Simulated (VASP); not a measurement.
Molecule: Cl2, in a box.

```
Cl
1.0
    12.00000    0.00000    0.00000
     0.00000   12.50000    0.00000
     0.00000    0.00000   13.00000
Cl
2
Direct
  0.45000 0.47000 0.42332
  0.45000 0.47000 0.57668
```

Program: VASP 6.6.1. Alike in all runs: task single point; potentials or basis VASP PAW PBE potentials, release 64 (Cl); no spin polarisation; cell as given; k mesh 1 × 1 × 1; smearing gaussian 0.01 eV. Hardware: 4 MPI ranks on Intel(R) Xeon(R) Platinum 8259CL CPU @ 2.50GHz (Skylake/Cascade Lake), with other jobs on the host.

**Question.** Order these runs on this cell by their wall time, lowest first.
A. level r2SCAN; cutoff (eV) 450
B. level PBE; cutoff (eV) 300
C. level PBEsol; cutoff (eV) 450
D. level PBE0; cutoff (eV) 450; grid for exact exchange (PRECFOCK) Fast; exchange at q = 0 truncated

**Answer.** B (15 s), C (34 s), D (76 s), A (380 s).
